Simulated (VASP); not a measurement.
# SrTiO3 (Tausonite): the band gap up a ladder of functionals, part 2 of 5

Wanted: bands and gap of SrTiO3 (Tausonite) from one functional after another. LASPH is on for some levels and off for others; the table marks which. The start is a cell from a database of measured crystal structures.

VASP 6.6.1, plane waves and PAW; the level of theory is named at each step.

So far, least gap on mesh and path (eV): step 2 (bands, level LDA, k 4×4×4) 1.73.

### 3. Bands with PBEsol, k 4×4×4

This step: PBEsol; plane waves and PAW (Sr_sv, Ti_sv, O) (VASP 6.6.1).

PBEsol restores the gradient expansion of exchange and is tuned for the cells of solids.

INCAR reads:

```
SYSTEM = SrTiO3
PREC = Accurate
ENCUT = 520
EDIFF = 1E-06
NELM = 100
ISMEAR = 0
SIGMA = 0.02
LREAL = .FALSE.
ALGO = Normal
GGA = PS
NBANDS = 35
LORBIT = 11
LWAVE = .FALSE.
LCHARG = .FALSE.
KPAR = 8
```

POSCAR reads:

```
SrTiO3
1.0
    3.9052800000      0.0000000000      0.0000000000
    0.0000000000      3.9052800000      0.0000000000
    0.0000000000      0.0000000000      3.9052800000
Sr Ti O
1 1 3
Direct
    0.5000000000      0.5000000000      0.5000000000
    0.0000000000      0.0000000000      0.0000000000
    0.5000000000      0.0000000000      0.0000000000
    0.0000000000      0.5000000000      0.0000000000
    0.0000000000      0.0000000000      0.5000000000
```

KPOINTS reads:

```
Automatic mesh
0
Gamma
4 4 4
0 0 0
```

KPOINTS_OPT reads:

```
Line mode
16
Line-mode
Reciprocal
  0.00000000   0.00000000   0.00000000 GAMMA
  0.00000000   0.50000000   0.00000000 X

  0.00000000   0.50000000   0.00000000 X
  0.50000000   0.50000000   0.00000000 M

  0.50000000   0.50000000   0.00000000 M
  0.00000000   0.00000000   0.00000000 GAMMA

  0.00000000   0.00000000   0.00000000 GAMMA
  0.50000000   0.50000000   0.50000000 R

  0.50000000   0.50000000   0.50000000 R
  0.00000000   0.50000000   0.00000000 X

  0.50000000   0.50000000   0.00000000 M
  0.50000000   0.50000000   0.50000000 R
```

Potentials, in the order of the species: Sr_sv, Ti_sv and O (PBE family, release 64).

Command:

```
> mpirun -np 8 vasp_std
```

Numbers of over 12 decimals in the logs are rounded to 6 here.

Output:

```text
[banner, memory and clock lines left out]
running    8 mpi-ranks, on    1 nodes
 distrk:  each k-point on    1 cores,    8 groups
 distr:  one band on    1 cores,    1 groups

 POSCAR found type information on POSCAR SrTiO
 POSCAR found :  3 types and       5 ions
 [... a notice as in an earlier step ...]

 [... a notice as in an earlier step ...]

 LDA part: xc-table for (Slater+PW92), standard interpolation
 POSCAR, INCAR and KPOINTS ok, starting setup
 FFT: planning ... GRIDC
 FFT: planning ... GRID_SOFT
 FFT: planning ... GRID
 WAVECAR not read
 entering main loop
       N       E                     dE             d eps       ncg     rms          rms(c)
DAV:   1     0.385493520386E+03    0.38549E+03   -0.19662E+04   700   0.123E+03
DAV:   2    -0.117185248345E+02   -0.39721E+03   -0.36952E+03   754   0.359E+02
DAV:   3    -0.496309327736E+02   -0.37912E+02   -0.37246E+02   862   0.111E+02
DAV:   4    -0.516193120047E+02   -0.19884E+01   -0.19790E+01  1050   0.210E+01
DAV:   5    -0.516563433617E+02   -0.37031E-01   -0.37023E-01   861   0.238E+00    0.268E+01
DAV:   6    -0.423495006498E+02    0.93068E+01   -0.26394E+01   880   0.503E+01    0.152E+01
DAV:   7    -0.421003701721E+02    0.24913E+00   -0.41407E+00   822   0.159E+01    0.109E+01
DAV:   8    -0.422487641315E+02   -0.14839E+00   -0.15320E+00   815   0.129E+01    0.495E+00
DAV:   9    -0.420102345137E+02    0.23853E+00   -0.49722E-01   792   0.674E+00    0.144E+00
DAV:  10    -0.420012971894E+02    0.89373E-02   -0.25968E-02   930   0.119E+00    0.721E-01
DAV:  11    -0.419962362127E+02    0.50610E-02   -0.12722E-02   817   0.119E+00    0.134E-01
DAV:  12    -0.419962546495E+02   -0.18437E-04   -0.76161E-04   825   0.217E-01    0.787E-02
DAV:  13    -0.419962621819E+02   -0.75324E-05   -0.13473E-04   879   0.660E-02    0.460E-02
DAV:  14    -0.419962568409E+02    0.53410E-05   -0.20681E-05   860   0.501E-02    0.679E-03
DAV:  15    -0.419962566947E+02    0.14618E-06   -0.21589E-06   780   0.890E-03
   1 F= -.41996257E+02 E0= -.41996257E+02  d E =-.170004E-74
 Start KPOINTS_OPT (optional k-point list driver)
k-point batch [1-10\96]
       N       E                     dE             ncg
DAV:   1    -0.375922158902E+03   -0.24330E+04      700
DAV:   2    -0.396990599239E+04   -0.35940E+04      804
DAV:   3    -0.429854111753E+04   -0.32864E+03      906
DAV:   4    -0.430931441898E+04   -0.10773E+02     1040
DAV:   5    -0.430966529007E+04   -0.35087E+00      906
DAV:   6    -0.430966891511E+04   -0.36250E-02      951
DAV:   7    -0.430966907161E+04   -0.15650E-03      881
DAV:   8    -0.430966907288E+04   -0.12717E-05      646
DAV:   9    -0.430966907292E+04   -0.33560E-07      609
[...]
k-point batch [91-96\96]
       N       E                     dE             ncg
DAV:   1     0.613391137911E+04   -0.96796E+04      420
DAV:   2     0.389334899748E+04   -0.22406E+04      460
DAV:   3     0.366670547919E+04   -0.22664E+03      566
DAV:   4     0.365669233062E+04   -0.10013E+02      560
DAV:   5     0.365646678589E+04   -0.22554E+00      517
DAV:   6     0.365646185419E+04   -0.49317E-02      581
DAV:   7     0.365646174383E+04   -0.11036E-03      541
DAV:   8     0.365646174115E+04   -0.26716E-05      408
DAV:   9     0.365646174104E+04   -0.11164E-06      325
```

The job ended after 16 s (8 MPI ranks of AMD EPYC 9R45, shared host; peak memory 1.5 GiB).

Parts of OUTCAR (step 3):

```text
The static configuration has the point symmetry O_h .

 Found     10 irreducible k-points:

   NELECT =      40.0000    total number of electrons

 E-fermi :   4.2856

 k-point     1 :       0.0000    0.0000    0.0000
  band No.  band energies     occupation
    ...
     16       2.8419      2.00000
     17       2.8419      2.00000
     18       3.6694      2.00000
     19       3.6694      2.00000
     20       3.6694      2.00000
     21       5.8098      0.00000
     22       5.8098      0.00000
     23       5.8098      0.00000
     24       8.3408      0.00000
     25       8.3408      0.00000
    ...

 k-point     2 :       0.2500    0.0000    0.0000
  band No.  band energies     occupation
    ...
     16       2.1829      2.00000
     17       2.3277      2.00000
     18       2.3824      2.00000
     19       3.4234      2.00000
     20       3.4234      2.00000
     21       5.8957      0.00000
     22       6.9012      0.00000
     23       6.9012      0.00000
     24       8.3522      0.00000
     25       9.6433      0.00000
    ...

  Total       -0.4710322     -0.4710322     -0.4710322     -0.0000000     -0.0000000      0.0000000
  in kB      -12.6708176    -12.6708176    -12.6708176     -0.0000000     -0.0000000      0.0000000
  external PRESSURE =     -12.6708176 kB  Pullay stress =       0.0000000 kB

  FREE ENERGIE OF THE ION-ELECTRON SYSTEM (eV)
  ---------------------------------------------------
  free  energy   TOTEN  =       -41.9962566947 eV

  energy  without entropy=      -41.9962566947  energy(sigma->0) =      -41.99625669

 total charge
# of ion       s       p       d       tot
------------------------------------------
    1        1.997   5.760   0.205   7.962
    2        2.233   6.328   1.768  10.330
    3        1.559   3.473   0.000   5.032
    4        1.559   3.473   0.000   5.032
    5        1.559   3.473   0.000   5.032
--------------------------------------------------
tot          8.908  22.506   1.973  33.387

[... 9 parts as in an earlier step ...]

[... 5 further parts left out ...]
```

The PAW data sets were made with PBE, which is usual practice but a small mismatch for other functionals.

Numbers from this step:

| Property | Result |
| --- | --- |
| free energy (TOTEN) | -42.00 eV |
| Fermi energy | 4.286 eV |
| pressure | -1.267 GPa |
| least gap on mesh and path | 1.780 eV |
| least direct gap on mesh and path | 2.14 eV |

Electronic bands along the path, in eV, zero at the valence-band top; v1 is the highest filled band, c1 the lowest empty one:

| point | v4 | v3 | v2 | v1 | c1 | c2 | c3 | c4 |
| --- | --- | --- | --- | --- | --- | --- | --- | --- |
| Γ | -1.19 | -0.36 | -0.36 | -0.36 | 1.78 | 1.78 | 1.78 | 4.31 |
| 0.47 of the way | -1.60 | -1.59 | -0.59 | -0.59 | 1.86 | 2.77 | 2.77 | 4.32 |
| X | -2.40 | -2.03 | -0.74 | -0.74 | 1.96 | 3.76 | 3.76 | 4.33 |
| 0.47 of the way | -1.95 | -1.45 | -1.30 | -0.74 | 2.85 | 3.76 | 3.85 | 5.03 |
| M | -1.75 | -1.59 | -1.59 | -0.10 | 3.77 | 3.77 | 4.21 | 5.29 |
| 0.47 of the way | -1.78 | -1.42 | -1.16 | -0.70 | 2.93 | 3.07 | 3.34 | 4.99 |
| Γ | -1.19 | -0.36 | -0.36 | -0.36 | 1.78 | 1.78 | 1.78 | 4.31 |
| 0.53 of the way | -3.02 | -0.91 | -0.91 | -0.57 | 3.43 | 3.48 | 3.48 | 6.68 |
| R | -3.79 | 0.00 | 0.00 | 0.00 | 4.44 | 4.44 | 4.44 | 6.86 |
| 0.47 of the way | -2.92 | -0.90 | -0.75 | -0.46 | 3.55 | 3.98 | 4.01 | 6.63 |
| X | -2.40 | -2.03 | -0.74 | -0.74 | 1.96 | 3.76 | 3.76 | 4.33 |
| jump to M | -1.75 | -1.59 | -1.59 | -0.10 | 3.77 | 3.77 | 4.21 | 5.29 |
| 0.53 of the way | -3.32 | -0.61 | -0.61 | -0.04 | 4.08 | 4.08 | 4.34 | 6.83 |
| R | -3.79 | 0.00 | 0.00 | 0.00 | 4.44 | 4.44 | 4.44 | 6.86 |

Of the projections kept (Sr, Ti, O), the largest for each band there; the rest of the weight can lie on other orbitals:

| point | v4 | v3 | v2 | v1 | c1 | c2 | c3 | c4 |
| --- | --- | --- | --- | --- | --- | --- | --- | --- |
| Γ | O 1.00 | O 0.95 | O 0.95 | O 0.95 | Ti 0.97 | Ti 0.97 | Ti 0.97 | Ti 0.95 |
| X | O 0.73 | O 0.91 | O 0.93 | O 0.93 | Ti 1.00 | Ti 0.80 | Ti 0.80 | Ti 0.95 |
| M | O 0.85 | O 0.93 | O 0.93 | O 0.98 | Ti 0.81 | Ti 0.81 | Ti 0.87 | Ti 0.88 |
| Γ | O 1.00 | O 0.95 | O 0.95 | O 0.95 | Ti 0.97 | Ti 0.97 | Ti 0.97 | Ti 0.95 |
| R | O 0.67 | O 1.00 | O 1.00 | O 1.00 | Ti 0.85 | Ti 0.85 | Ti 0.85 | Sr 0.85 |
| X | O 0.73 | O 0.91 | O 0.93 | O 0.93 | Ti 1.00 | Ti 0.80 | Ti 0.80 | Ti 0.95 |

The gap is 1.78 eV, indirect, from R to Γ. Against LDA that is +0.05 eV; the cost is about the same.

### 4. Bands with PBE, k 4×4×4

This step: PBE; plane waves and PAW (Sr_sv, Ti_sv, O) (VASP 6.6.1).

PBE, the usual starting point, adds the gradient of the density.

INCAR: that of step 3 with these lines changed.

```diff
@@ -9,3 +9,3 @@
 ALGO = Normal
-GGA = PS
+GGA = PE
 NBANDS = 35
```

POSCAR is that of step 3.

KPOINTS is that of step 3.

KPOINTS_OPT is that of step 3.

Command:

```
> mpirun -np 8 vasp_std
```

Output:

```text
[banner, memory and clock lines left out]
running    8 mpi-ranks, on    1 nodes
[...]
[... a notice as in an earlier step ...]

 LDA part: xc-table for (Slater+PW92), standard interpolation
 POSCAR, INCAR and KPOINTS ok, starting setup
[...]
entering main loop
       N       E                     dE             d eps       ncg     rms          rms(c)
DAV:   1     0.389520833637E+03    0.38952E+03   -0.19720E+04   700   0.124E+03
DAV:   2    -0.101634736212E+02   -0.39968E+03   -0.37179E+03   751   0.360E+02
DAV:   3    -0.483447013307E+02   -0.38181E+02   -0.37518E+02   867   0.112E+02
DAV:   4    -0.503215906670E+02   -0.19769E+01   -0.19679E+01  1034   0.210E+01
[...]
DAV:  13    -0.400581132289E+02    0.16418E-05   -0.16161E-04   860   0.807E-02    0.497E-02
DAV:  14    -0.400581091550E+02    0.40739E-05   -0.13328E-05   865   0.406E-02    0.115E-02
DAV:  15    -0.400581095969E+02   -0.44190E-06   -0.17959E-06   745   0.883E-03
   1 F= -.40058110E+02 E0= -.40058110E+02  d E =-.793596E-21
 Start KPOINTS_OPT (optional k-point list driver)
k-point batch [1-10\96]
       N       E                     dE             ncg
DAV:   1    -0.328855305068E+03   -0.23859E+04      700
DAV:   2    -0.393683010332E+04   -0.36080E+04      804
DAV:   3    -0.426736460473E+04   -0.33053E+03      909
DAV:   4    -0.427823131110E+04   -0.10867E+02     1032
DAV:   5    -0.427859362009E+04   -0.36231E+00      922
DAV:   6    -0.427859738062E+04   -0.37605E-02      943
DAV:   7    -0.427859754314E+04   -0.16252E-03      884
DAV:   8    -0.427859754442E+04   -0.12769E-05      643
DAV:   9    -0.427859754445E+04   -0.38196E-07      630
[...]
k-point batch [91-96\96]
       N       E                     dE             ncg
DAV:   1     0.616003866064E+04   -0.96534E+04      420
DAV:   2     0.391319758244E+04   -0.22468E+04      460
DAV:   3     0.368588471374E+04   -0.22731E+03      566
DAV:   4     0.367581583494E+04   -0.10069E+02      560
DAV:   5     0.367558842523E+04   -0.22741E+00      517
DAV:   6     0.367558350898E+04   -0.49163E-02      581
DAV:   7     0.367558339916E+04   -0.10982E-03      533
DAV:   8     0.367558339645E+04   -0.27081E-05      397
DAV:   9     0.367558339634E+04   -0.11312E-06      336
```

Run time: 16 s. Hardware: 8 MPI ranks; peak memory 1.5 GiB.

From OUTCAR (step 4):

```text
  Total        1.8605865      1.8605865      1.8605865      0.0000000      0.0000000     -0.0000000
  in kB       50.0499801     50.0499801     50.0499801      0.0000000      0.0000000     -0.0000000
  external PRESSURE =      50.0499801 kB  Pullay stress =       0.0000000 kB

 POSITION                                       TOTAL-FORCE (eV/Angst)
 -----------------------------------------------------------------------------------
      1.95264      1.95264      1.95264         0.000000      0.000000      0.000000
      0.00000      0.00000      0.00000         0.000000      0.000000      0.000000
      1.95264      0.00000      0.00000         0.000000      0.000000      0.000000
      0.00000      1.95264      0.00000         0.000000      0.000000      0.000000
      0.00000      0.00000      1.95264         0.000000      0.000000      0.000000
 -----------------------------------------------------------------------------------
    total drift:                               -0.000000     -0.000000      0.000000

  FREE ENERGIE OF THE ION-ELECTRON SYSTEM (eV)
  ---------------------------------------------------
  free  energy   TOTEN  =       -40.0581095969 eV

  energy  without entropy=      -40.0581095969  energy(sigma->0) =      -40.05810960

[... 2 parts as in an earlier step ...]

[... 1 further part left out ...]
[key lines of the parts left out:]
E-fermi :   4.2968
```

At this level the cell is under a pressure of 5.0 GPa, so at these settings it is away from equilibrium.

The electronic bands at the labelled points (eV, zero at the valence-band top; v1 is the highest filled band, c1 the lowest empty one):

| point | v4 | v3 | v2 | v1 | c1 | c2 | c3 | c4 |
| --- | --- | --- | --- | --- | --- | --- | --- | --- |
| Γ | -1.17 | -0.36 | -0.36 | -0.36 | 1.83 | 1.83 | 1.83 | 4.29 |
| 0.47 of the way | -1.57 | -1.57 | -0.58 | -0.58 | 1.91 | 2.80 | 2.80 | 4.29 |
| X | -2.36 | -1.99 | -0.73 | -0.73 | 2.00 | 3.76 | 3.76 | 4.30 |
| 0.47 of the way | -1.92 | -1.44 | -1.28 | -0.72 | 2.87 | 3.76 | 3.86 | 5.00 |
| M | -1.73 | -1.57 | -1.57 | -0.09 | 3.77 | 3.77 | 4.22 | 5.27 |
| 0.47 of the way | -1.75 | -1.40 | -1.14 | -0.69 | 2.95 | 3.09 | 3.37 | 4.96 |
| Γ | -1.17 | -0.36 | -0.36 | -0.36 | 1.83 | 1.83 | 1.83 | 4.29 |
| 0.53 of the way | -2.98 | -0.89 | -0.89 | -0.56 | 3.45 | 3.50 | 3.50 | 6.65 |
| R | -3.74 | 0.00 | 0.00 | 0.00 | 4.44 | 4.44 | 4.44 | 6.94 |
| 0.47 of the way | -2.88 | -0.88 | -0.73 | -0.45 | 3.56 | 3.99 | 4.02 | 6.60 |
| X | -2.36 | -1.99 | -0.73 | -0.73 | 2.00 | 3.76 | 3.76 | 4.30 |
| jump to M | -1.73 | -1.57 | -1.57 | -0.09 | 3.77 | 3.77 | 4.22 | 5.27 |
| 0.53 of the way | -3.29 | -0.60 | -0.60 | -0.04 | 4.08 | 4.08 | 4.34 | 6.84 |
| R | -3.74 | 0.00 | 0.00 | 0.00 | 4.44 | 4.44 | 4.44 | 6.94 |

Of the projections kept (Sr, Ti, O), the largest for each band there; the rest of the weight can lie on other orbitals:

| point | v4 | v3 | v2 | v1 | c1 | c2 | c3 | c4 |
| --- | --- | --- | --- | --- | --- | --- | --- | --- |
| Γ | O 1.00 | O 0.96 | O 0.95 | O 0.96 | Ti 0.97 | Ti 0.97 | Ti 0.97 | Ti 0.95 |
| X | O 0.74 | O 0.92 | O 0.94 | O 0.94 | Ti 1.00 | Ti 0.80 | Ti 0.80 | Ti 0.95 |
| M | O 0.85 | O 0.94 | O 0.94 | O 0.98 | Ti 0.82 | Ti 0.82 | Ti 0.87 | Ti 0.88 |
| Γ | O 1.00 | O 0.96 | O 0.96 | O 0.96 | Ti 0.97 | Ti 0.97 | Ti 0.97 | Ti 0.95 |
| R | O 0.68 | O 1.00 | O 1.00 | O 1.00 | Ti 0.85 | Ti 0.85 | Ti 0.85 | Sr 0.85 |
| X | O 0.74 | O 0.92 | O 0.94 | O 0.94 | Ti 1.00 | Ti 0.80 | Ti 0.80 | Ti 0.95 |

The gap is 1.83 eV, indirect, from R to Γ. Against LDA that is +0.11 eV; the cost is about the same.

### 5. Bands with r2SCAN, k 4×4×4

This step: r2SCAN; plane waves and PAW (Sr_sv, Ti_sv, O) (VASP 6.6.1).

r2SCAN adds the kinetic-energy density, costs more than a GGA and is run with LASPH.

INCAR: that of step 4 with these lines changed.

```diff
@@ -9,3 +9,4 @@
 ALGO = Normal
-GGA = PE
+METAGGA = R2SCAN
+LASPH = .TRUE.
 NBANDS = 35
```

POSCAR is that of step 4.

KPOINTS is that of step 4.

KPOINTS_OPT is that of step 4.

Command:

```
> mpirun -np 8 vasp_std
```

Output:

```text
[banner, memory and clock lines left out]
running    8 mpi-ranks, on    1 nodes
[...]
[... a notice as in an earlier step ...]

 [... a notice as in an earlier step ...]

 LDA part: xc-table for (None), standard interpolation
 POSCAR, INCAR and KPOINTS ok, starting setup
[...]
entering main loop
       N       E                     dE             d eps       ncg     rms          rms(c)
DAV:   1     0.366761951448E+03    0.36676E+03   -0.20050E+04   700   0.126E+03
DAV:   2    -0.442094572493E+02   -0.41097E+03   -0.38275E+03   762   0.370E+02
DAV:   3    -0.838029845457E+02   -0.39594E+02   -0.38842E+02   883   0.115E+02
DAV:   4    -0.861735008339E+02   -0.23705E+01   -0.23539E+01  1082   0.224E+01
[...]
DAV:  13    -0.633121776980E+02    0.57649E-04   -0.18804E-04   970   0.145E-01    0.753E-03
DAV:  14    -0.633121777529E+02   -0.54897E-07   -0.19311E-05   817   0.274E-02    0.593E-03
DAV:  15    -0.633121782640E+02   -0.51111E-06   -0.23612E-06   756   0.144E-02
   1 F= -.63312178E+02 E0= -.63312178E+02  d E =-.707759E-48
 Start KPOINTS_OPT (optional k-point list driver)
k-point batch [1-10\96]
       N       E                     dE             ncg
DAV:   1    -0.524122120052E+03   -0.25812E+04      700
DAV:   2    -0.428440545411E+04   -0.37603E+04      804
DAV:   3    -0.462628263463E+04   -0.34188E+03      906
DAV:   4    -0.463721145532E+04   -0.10929E+02     1024
DAV:   5    -0.463760206732E+04   -0.39061E+00      904
DAV:   6    -0.463760460832E+04   -0.25410E-02      972
DAV:   7    -0.463760466162E+04   -0.53297E-04      871
DAV:   8    -0.463760466229E+04   -0.67299E-06      664
[...]
k-point batch [91-96\96]
       N       E                     dE             ncg
DAV:   1     0.603976586283E+04   -0.97737E+04      420
DAV:   2     0.370503025454E+04   -0.23347E+04      452
DAV:   3     0.347028876414E+04   -0.23474E+03      550
DAV:   4     0.345894481426E+04   -0.11344E+02      576
DAV:   5     0.345871687673E+04   -0.22794E+00      509
DAV:   6     0.345871121744E+04   -0.56593E-02      584
DAV:   7     0.345871106272E+04   -0.15472E-03      520
DAV:   8     0.345871105670E+04   -0.60131E-05      416
DAV:   9     0.345871105640E+04   -0.30453E-06      376
```

It took 59 s on 8 MPI ranks; peak memory 1.5 GiB.

From OUTCAR (step 5):

```text
  Total        0.4458552      0.4458552      0.4458552     -0.0000000      0.0000000     -0.0000000
  in kB       11.9935532     11.9935532     11.9935532     -0.0000000      0.0000000     -0.0000000
  external PRESSURE =      11.9935532 kB  Pullay stress =       0.0000000 kB

  FREE ENERGIE OF THE ION-ELECTRON SYSTEM (eV)
  ---------------------------------------------------
  free  energy   TOTEN  =       -63.3121782640 eV

  energy  without entropy=      -63.3121782640  energy(sigma->0) =      -63.31217826

[... 3 parts as in an earlier step ...]

[... 1 further part left out ...]
[key lines of the parts left out:]
E-fermi :   4.0548
```

Electronic bands along the path, in eV, zero at the valence-band top; v1 is the highest filled band, c1 the lowest empty one:

| point | v4 | v3 | v2 | v1 | c1 | c2 | c3 | c4 |
| --- | --- | --- | --- | --- | --- | --- | --- | --- |
| Γ | -1.21 | -0.38 | -0.38 | -0.38 | 2.26 | 2.26 | 2.26 | 4.58 |
| 0.47 of the way | -1.60 | -1.59 | -0.61 | -0.61 | 2.33 | 3.20 | 3.20 | 4.59 |
| X | -2.37 | -2.01 | -0.77 | -0.77 | 2.42 | 4.16 | 4.16 | 4.59 |
| 0.47 of the way | -1.94 | -1.47 | -1.31 | -0.73 | 3.27 | 4.16 | 4.28 | 5.33 |
| M | -1.80 | -1.61 | -1.61 | -0.09 | 4.17 | 4.17 | 4.65 | 5.63 |
| 0.47 of the way | -1.78 | -1.44 | -1.16 | -0.71 | 3.35 | 3.48 | 3.79 | 5.29 |
| Γ | -1.21 | -0.38 | -0.38 | -0.38 | 2.26 | 2.26 | 2.26 | 4.58 |
| 0.53 of the way | -3.02 | -0.91 | -0.91 | -0.58 | 3.87 | 3.91 | 3.91 | 7.04 |
| R | -3.80 | 0.00 | 0.00 | 0.00 | 4.86 | 4.86 | 4.86 | 7.63 |
| 0.47 of the way | -2.93 | -0.90 | -0.73 | -0.46 | 3.98 | 4.41 | 4.44 | 7.00 |
| X | -2.37 | -2.01 | -0.77 | -0.77 | 2.42 | 4.16 | 4.16 | 4.59 |
| jump to M | -1.80 | -1.61 | -1.61 | -0.09 | 4.17 | 4.17 | 4.65 | 5.63 |
| 0.53 of the way | -3.40 | -0.60 | -0.60 | -0.04 | 4.50 | 4.50 | 4.77 | 7.34 |
| R | -3.80 | 0.00 | 0.00 | 0.00 | 4.86 | 4.86 | 4.86 | 7.63 |

Of the projections kept (Sr, Ti, O), the largest for each band there; the rest of the weight can lie on other orbitals:

| point | v4 | v3 | v2 | v1 | c1 | c2 | c3 | c4 |
| --- | --- | --- | --- | --- | --- | --- | --- | --- |
| Γ | O 1.00 | O 0.96 | O 0.96 | O 0.96 | Ti 0.98 | Ti 0.98 | Ti 0.98 | Ti 0.95 |
| X | O 0.76 | O 0.92 | O 0.94 | O 0.94 | Ti 1.00 | Ti 0.82 | Ti 0.82 | Ti 0.95 |
| M | O 0.85 | O 0.94 | O 0.94 | O 0.98 | Ti 0.83 | Ti 0.83 | Ti 0.88 | Ti 0.88 |
| Γ | O 1.00 | O 0.96 | O 0.96 | O 0.96 | Ti 0.98 | Ti 0.98 | Ti 0.98 | Ti 0.95 |
| R | O 0.69 | O 1.00 | O 1.00 | O 1.00 | Ti 0.86 | Ti 0.86 | Ti 0.86 | Sr 0.86 |
| X | O 0.76 | O 0.92 | O 0.94 | O 0.94 | Ti 1.00 | Ti 0.82 | Ti 0.82 | Ti 0.95 |

The gap is 2.26 eV, indirect, from R to Γ. Against LDA that is +0.53 eV; this run took 3.7 times the core time.

(Continued in part 3 of 5.)

[Lines on the potential files, build, host, timing and source positions are cut from VASP's logs without a mark.]

[Logs are printed without paths, hosts, clocks, repeated set-up lines and the standing remarks that a program may print on its own settings, such as how far it seeks lower states.]

[Hosts, paths, dates, database ids (printed as entryN), source tags and the programs' standing remarks are cut or masked in the printed files.]

[A measured line is paired with the nearest computed mode of its activity, which favours agreement.]
